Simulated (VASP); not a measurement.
Method: r2SCAN meta-GGA, VASP's PBE PAW potentials (set 64) (plane waves; VASP).

Input for VASP

**POSCAR**
```
Li2Se
1
    0.0000000000     2.9854506504     2.9854506504
    2.9854506504     0.0000000000     2.9854506504
    2.9854506504     2.9854506504     0.0000000000
Li Se
2 1
Direct
  0.2500000000   0.2500000000   0.2500000000
  0.7500000000   0.7500000000   0.7500000000
  0.0000000000   0.0000000000   0.0000000000
```

INCAR:
```
ALGO = Normal
EDIFF = 1E-7
ENCUT = 650
IBRION = 6
ISIF = 3
ISMEAR = 0
LASPH = .TRUE.
LCHARG = .FALSE.
LMAXMIX = 4
LMIXTAU = .TRUE.
LREAL = .FALSE.
LWAVE = .FALSE.
METAGGA = R2SCAN
NELM = 100
NFREE = 2
NSW = 1
POTIM = 0.015
PREC = Accurate
SIGMA = 0.05
SYSTEM = Li2Se
```

### KPOINTS
```
Automatic mesh
0
G
 6 6 6
0 0 0
```

POTCAR, in this order: Li_sv Se (PBE.64 set). Program: vasp_std.

The run wrote:

### OUTCAR
```


   1 f  =   11.361517 THz    71.386516 2PiTHz  378.979410 cm-1    46.987437 meV
             X         Y         Z           dx          dy          dz
      1.492725  1.492725  1.492725    -0.011334   -0.316485    0.632225
      4.478176  4.478176  4.478176     0.011334    0.316485   -0.632225
      0.000000  0.000000  0.000000    -0.000000    0.000000    0.000000

   2 f  =   11.361517 THz    71.386516 2PiTHz  378.979410 cm-1    46.987437 meV
             X         Y         Z           dx          dy          dz
      1.492725  1.492725  1.492725     0.022626    0.631820    0.316688
      4.478176  4.478176  4.478176    -0.022626   -0.631820   -0.316688
      0.000000  0.000000  0.000000     0.000000    0.000000    0.000000

   3 f  =   11.361517 THz    71.386516 2PiTHz  378.979410 cm-1    46.987437 meV
             X         Y         Z           dx          dy          dz
      1.492725  1.492725  1.492725     0.706654   -0.025306   -0.000000
      4.478176  4.478176  4.478176    -0.706654    0.025306    0.000000
      0.000000  0.000000  0.000000    -0.000000    0.000000    0.000000

   4 f  =    8.891278 THz    55.865545 2PiTHz  296.581100 cm-1    36.771353 meV
             X         Y         Z           dx          dy          dz
      1.492725  1.492725  1.492725    -0.651045   -0.000000    0.000000
      4.478176  4.478176  4.478176    -0.651045    0.000000   -0.000000
      0.000000  0.000000  0.000000     0.390230   -0.000000    0.000000

   5 f  =    8.891278 THz    55.865545 2PiTHz  296.581100 cm-1    36.771353 meV
             X         Y         Z           dx          dy          dz
      1.492725  1.492725  1.492725    -0.000000    0.651045   -0.000000
      4.478176  4.478176  4.478176    -0.000000    0.651045   -0.000000
      0.000000  0.000000  0.000000    -0.000000   -0.390230    0.000000

   6 f  =    8.891278 THz    55.865545 2PiTHz  296.581100 cm-1    36.771353 meV
             X         Y         Z           dx          dy          dz
      1.492725  1.492725  1.492725     0.000000    0.000000    0.651045
      4.478176  4.478176  4.478176     0.000000    0.000000    0.651045
      0.000000  0.000000  0.000000    -0.000000    0.000000   -0.390230

   7 f/i=    0.018529 THz     0.116420 2PiTHz    0.618056 cm-1     0.076629 meV
             X         Y         Z           dx          dy          dz
      1.492725  1.492725  1.492725    -0.012125   -0.087140   -0.261533
      4.478176  4.478176  4.478176    -0.012125   -0.087140   -0.261533
      0.000000  0.000000  0.000000    -0.040457   -0.290762   -0.872663

   8 f/i=    0.018529 THz     0.116420 2PiTHz    0.618056 cm-1     0.076629 meV
             X         Y         Z           dx          dy          dz
      1.492725  1.492725  1.492725     0.272034   -0.046150    0.002765
      4.478176  4.478176  4.478176     0.272034   -0.046150    0.002765
      0.000000  0.000000  0.000000     0.907702   -0.153989    0.009226

   9 f/i=    0.018529 THz     0.116420 2PiTHz    0.618056 cm-1     0.076629 meV
             X         Y         Z           dx          dy          dz
      1.492725  1.492725  1.492725    -0.044614   -0.257714    0.087936
      4.478176  4.478176  4.478176    -0.044614   -0.257714    0.087936
      0.000000  0.000000  0.000000    -0.148866   -0.859922    0.293418

 ELASTIC MODULI CONTR FROM IONIC RELAXATION (kBar)
 Direction    XX          YY          ZZ          XY          YZ          ZX
 --------------------------------------------------------------------------------
 XX          -0.0000      0.0000      0.0000      0.0000      0.0000      0.0000
 YY          -0.0000     -0.0000      0.0000      0.0000      0.0000     -0.0000
 ZZ           0.0000      0.0000     -0.0000     -0.0000     -0.0000      0.0000
 XY           0.0000      0.0000     -0.0000    -37.2360     -0.0000      0.0000
 YZ           0.0000     -0.0000     -0.0000     -0.0000    -37.2360     -0.0000
 ZX          -0.0000     -0.0000      0.0000      0.0000      0.0000    -37.2360
 --------------------------------------------------------------------------------

 TOTAL ELASTIC MODULI (kBar)
 Direction    XX          YY          ZZ          XY          YZ          ZX
 --------------------------------------------------------------------------------
 XX         723.9146    196.6502    196.6502      0.0000      0.0000      0.0000
 YY         196.6502    723.9146    196.6502     -0.0000      0.0000     -0.0000
 ZZ         196.6502    196.6502    723.9146      0.0000      0.0000      0.0000
 XY           0.0000     -0.0000      0.0000    299.2273     -0.0000      0.0000
 YZ           0.0000      0.0000      0.0000     -0.0000    299.2273     -0.0000
 ZX           0.0000     -0.0000      0.0000      0.0000      0.0000    299.2273
 --------------------------------------------------------------------------------
```
(Selected blocks of OUTCAR.)

The compound is Li2Se in the antifluorite structure. It was relaxed first.
